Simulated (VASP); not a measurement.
Wanted: the native input for a VASP 6.6.1 run.

```
Task                               : band structure
Functional                         : HSE06
Potentials or basis                : VASP PAW PBE potentials, release 64 (Mg, O)
Cutoff                             : 520 eV
k mesh                             : 8 × 8 × 8
Occupations                        : gaussian, width 0.02 eV
Spin                               : no spin polarisation
Grid for exact exchange (PRECFOCK) : Fast
Screening parameter                : 0.2 1/A
Further INCAR settings             : ALGO = Normal; EDIFF = 1e-06
```

Crystal: MgO.

```xyz
2
Lattice="0.0000 2.1038 2.1038 2.1038 0.0000 2.1038 2.1038 2.1038 0.0000" Properties=species:S:1:pos:R:3 pbc="T T T"
Mg    0.0000    0.0000    0.0000
O     2.1038    2.1038    2.1038
```

The input as run:

POSCAR

```
MgO
1.0
    0.0000000000      2.1038000000      2.1038000000
    2.1038000000      0.0000000000      2.1038000000
    2.1038000000      2.1038000000      0.0000000000
Mg O
1 1
Direct
    0.0000000000      0.0000000000      0.0000000000
    0.5000000000      0.5000000000      0.5000000000
```

INCAR.step1

```
ALGO     = Normal         # electronic algorithm
EDIFF    = 1E-5           # SCF threshold, eV
ENCUT    = 520            # plane-wave cutoff, eV
GGA      = PE             # functional
ISIF     = 2              # what is computed and relaxed
ISMEAR   = 0              # smearing method
LASPH    = T              # aspherical terms in the spheres
LCHARG   = F              # write CHGCAR
LREAL    = F              # projectors in reciprocal space
LWAVE    = T              # write WAVECAR
NELM     = 80             # most SCF steps
PREC     = Accurate       # precision mode
SIGMA    = 0.02           # smearing width, eV
```

INCAR.step2

```
ALGO     = Normal         # electronic algorithm
EDIFF    = 1E-6           # SCF threshold, eV
ENCUT    = 520            # plane-wave cutoff, eV
GGA      = PE             # functional
HFSCREEN = 0.2            # screening, 1/A
ISIF     = 2              # what is computed and relaxed
ISMEAR   = 0              # smearing method
ISTART   = 1            
LASPH    = T              # aspherical terms in the spheres
LCHARG   = F              # write CHGCAR
LHFCALC  = T              # exact exchange
LREAL    = F              # projectors in reciprocal space
LWAVE    = F              # write WAVECAR
NELM     = 80             # most SCF steps
PREC     = Accurate       # precision mode
PRECFOCK = Fast         
SIGMA    = 0.02           # smearing width, eV
```

KPOINTS

```
k-points
0
Gamma
  8 8 8
```

KPOINTS_OPT

```
path GXWKGLUWLK,UX
10
line-mode
reciprocal
 0.0000000000  0.0000000000  0.0000000000  G
 0.5000000000  0.0000000000  0.5000000000  X

 0.5000000000  0.0000000000  0.5000000000  X
 0.5000000000  0.2500000000  0.7500000000  W

 0.5000000000  0.2500000000  0.7500000000  W
 0.3750000000  0.3750000000  0.7500000000  K

 0.3750000000  0.3750000000  0.7500000000  K
 0.0000000000  0.0000000000  0.0000000000  G

 0.0000000000  0.0000000000  0.0000000000  G
 0.5000000000  0.5000000000  0.5000000000  L

 0.5000000000  0.5000000000  0.5000000000  L
 0.6250000000  0.2500000000  0.6250000000  U

 0.6250000000  0.2500000000  0.6250000000  U
 0.5000000000  0.2500000000  0.7500000000  W

 0.5000000000  0.2500000000  0.7500000000  W
 0.5000000000  0.5000000000  0.5000000000  L

 0.5000000000  0.5000000000  0.5000000000  L
 0.3750000000  0.3750000000  0.7500000000  K

 0.6250000000  0.2500000000  0.6250000000  U
 0.5000000000  0.0000000000  0.5000000000  X
```

Potentials or basis: VASP PAW PBE potentials, release 64 (Mg, O).

Run with:

```bash
$ cat potpaw_PBE.64/Mg/POTCAR potpaw_PBE.64/O/POTCAR > POTCAR
$ cp INCAR.step1 INCAR
$ mpirun -np 1 vasp_std > vasp.out
$ cp INCAR.step2 INCAR
$ mpirun -np 1 vasp_std > vasp.out
```

Results of the run:

```yaml
Pressure: -1.1 GPa
Band_gap_on_the_k_mesh: 6.49 eV, direct
Band_gap_along_the_path: 6.49 eV, direct
```

Caveat: the PAW data sets were made with another functional, which shifts forces and pressure a little.

Wall time 14 min on 1 thread of Intel(R) Xeon(R) 6975P-C (Granite Rapids) (shared host), peak memory 0.29 GiB.
